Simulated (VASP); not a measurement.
Method: PBEsol GGA, VASP's PBE PAW potentials (set 64) (plane waves; VASP).

The input files of a VASP run:

### KPOINTS
```
Regular mesh
0
G
6 6 6
```

INCAR:
```
NELM=100   ! most electronic steps
LMAXMIX=4   ! l cut-off of mixed one-centre charges
PREC=Accurate
LREAL=.FALSE.   ! projection in real space or not
NSW=40
LWAVE=.FALSE.
LCHARG=.FALSE.
PSTRESS=200
ENCUT=500   ! plane-wave cut-off (eV)
EDIFF=1E-6   ! SCF stop (eV)
ISIF=3
ISMEAR=1   ! Methfessel-Paxton
SIGMA=0.1   ! width (eV)
SYSTEM=CsPbCl3
IBRION=2   ! conjugate gradients
LASPH=.TRUE.   ! aspherical one-centre terms
GGA=PS
ALGO=Normal
EDIFFG=-0.02
```

### POSCAR
```
CsPbCl3
1
    5.0003130009     0.0000000000    -0.0000000000
    0.0000000000     5.0003130009    -0.0000000000
    0.0000000000     0.0000000000     5.0003130009
Cs Pb Cl
1 1 3
Direct
  0.0000000000   0.0000000000   0.0000000000
  0.5000000000   0.5000000000   0.5000000000
  0.5000000000   0.0000000000   0.5000000000
  0.0000000000   0.5000000000   0.5000000000
  0.5000000000   0.5000000000   0.0000000000
```

POTCAR, in this order: Cs_sv Pb_d Cl (PBE.64 set). Program: vasp_std.

Output

### OSZICAR
```
       N       E                     dE             d eps       ncg     rms          rms(c)
DAV:   1     0.446562069856E+03    0.44656E+03   -0.20174E+04  1040   0.161E+03
DAV:   2     0.434401668860E+02   -0.40312E+03   -0.39241E+03  1174   0.388E+02
DAV:   3    -0.139255801303E+02   -0.57366E+02   -0.56041E+02  1346   0.147E+02
DAV:   4    -0.163834272329E+02   -0.24578E+01   -0.24523E+01  1374   0.329E+01
DAV:   5    -0.164496378535E+02   -0.66211E-01   -0.66133E-01  1472   0.554E+00    0.129E+01
DAV:   6    -0.160693822539E+02    0.38026E+00   -0.85745E-01  1432   0.896E+00    0.777E+00
DAV:   7    -0.160524696337E+02    0.16913E-01   -0.56709E-01  1654   0.528E+00    0.147E+00
DAV:   8    -0.160466284131E+02    0.58412E-02   -0.10976E-01  1538   0.351E+00    0.398E-01
DAV:   9    -0.160466230343E+02    0.53788E-05   -0.83713E-03  1614   0.992E-01    0.621E-02
DAV:  10    -0.160467346855E+02   -0.11165E-03   -0.54628E-04  1390   0.165E-01    0.243E-02
DAV:  11    -0.160467658678E+02   -0.31182E-04   -0.74115E-05  1642   0.851E-02    0.222E-02
DAV:  12    -0.160467667614E+02   -0.89366E-06   -0.12524E-05  1294   0.230E-02    0.392E-03
DAV:  13    -0.160467670612E+02   -0.29975E-06   -0.98426E-07   902   0.841E-03
   1 F= -.44007057E+00 E0= -.43995595E+00  d E =-.440071E+00
       N       E                     dE             d eps       ncg     rms          rms(c)
DAV:   1    -0.159379488806E+02    0.10882E+00   -0.64526E-01  1358   0.111E+01    0.959E-01
DAV:   2    -0.159186938835E+02    0.19255E-01   -0.43051E-02  1412   0.312E+00    0.303E-01
DAV:   3    -0.159150808070E+02    0.36131E-02   -0.13603E-02  1434   0.166E+00    0.155E-01
DAV:   4    -0.159150683439E+02    0.12463E-04   -0.47186E-04  1590   0.178E-01    0.114E-01
DAV:   5    -0.159150695203E+02   -0.11764E-05   -0.80373E-05  1260   0.128E-01    0.234E-02
DAV:   6    -0.159150751283E+02   -0.56081E-05   -0.14352E-05  1582   0.273E-02    0.385E-03
DAV:   7    -0.159150747380E+02    0.39034E-06   -0.11525E-06   756   0.650E-03
   2 F= -.43969898E+00 E0= -.43958423E+00  d E =0.371595E-03
       N       E                     dE             d eps       ncg     rms          rms(c)
DAV:   1    -0.159973444584E+02   -0.82269E-01   -0.20689E-01  1354   0.635E+00    0.536E-01
DAV:   2    -0.159912559997E+02    0.60885E-02   -0.13752E-02  1400   0.170E+00    0.171E-01
DAV:   3    -0.159900962480E+02    0.11598E-02   -0.43325E-03  1420   0.933E-01    0.879E-02
DAV:   4    -0.159900821127E+02    0.14135E-04   -0.14789E-04  1570   0.100E-01    0.665E-02
DAV:   5    -0.159900662864E+02    0.15826E-04   -0.25654E-05  1280   0.738E-02    0.140E-02
DAV:   6    -0.159900641533E+02    0.21331E-05   -0.47353E-06  1432   0.159E-02    0.253E-03
DAV:   7    -0.159900642116E+02   -0.58250E-07   -0.33469E-07   618   0.387E-03
   3 F= -.44060856E+00 E0= -.44049388E+00  d E =-.537986E-03
```

### OUTCAR
```
------------------------ aborting loop because EDIFF is reached ----------------------------------------
  FORCE on cell =-STRESS in cart. coord.  units (eV):
  Direction    XX          YY          ZZ          XY          YZ          ZX
  --------------------------------------------------------------------------------------
  Total       15.5502674     15.5502674     15.5502674      0.0000000      0.0000000     -0.0000000
  in kB      200.0104404    200.0104404    200.0104404      0.0000000      0.0000000     -0.0000000
  external PRESSURE =       0.0104404 kB  Pullay stress =     200.0000000 kB
  volume of cell :      124.56
      direct lattice vectors                 reciprocal lattice vectors
     4.994192279  0.000000000 -0.000000000     0.200232579 -0.000000000  0.000000000
     0.000000000  4.994192279  0.000000000    -0.000000000  0.200232579  0.000000000
    -0.000000000 -0.000000000  4.994192279     0.000000000 -0.000000000  0.200232579
 POSITION                                       TOTAL-FORCE (eV/Angst)
 -----------------------------------------------------------------------------------
      0.00000      0.00000      0.00000        -0.000000      0.000000      0.000000
      2.49710      2.49710      2.49710        -0.000000     -0.000000      0.000000
      2.49710      0.00000      2.49710        -0.000000      0.000000      0.000000
     -0.00000      2.49710      2.49710         0.000000      0.000000      0.000000
      2.49710      2.49710      0.00000        -0.000000      0.000000      0.000000
 -----------------------------------------------------------------------------------
    total drift:                                0.000000      0.000000      0.000000
  FREE ENERGIE OF THE ION-ELECTRON SYSTEM (eV)
  ---------------------------------------------------
  free  energy   TOTEN  =       -15.9900642116 eV

  energy  without entropy=      -15.9897201640  energy(sigma->0) =      -15.98994953
  enthalpy is  TOTEN    =        -0.4406085602 eV   P V=       15.5494556514

 reached required accuracy - stopping structural energy minimisation
```
(Selected blocks of OUTCAR.)

**CONTCAR**
```
CsPbCl3
   1.00000000000000
     4.9941922792538422    0.0000000000000000   -0.0000000000000000
     0.0000000000000000    4.9941922792538422    0.0000000000000000
    -0.0000000000000000   -0.0000000000000000    4.9941922792538422
  Cs              Pb              Cl
     1     1     3
Direct
     0.0000000000000000    0.0000000000000000    0.0000000000000000
     0.5000000000000000    0.5000000000000000    0.5000000000000000
     0.5000000000000000    0.0000000000000000    0.5000000000000000
     0.0000000000000000    0.5000000000000000    0.5000000000000000
     0.5000000000000000    0.5000000000000000    0.0000000000000000
```

The compound is CsPbCl3 in the cubic perovskite structure, the ideal cubic form; the compound distorts at low or room temperature. This run relaxes it under an external pressure of 20 GPa. Symmetry was kept, so distortions that lower it aren't found.
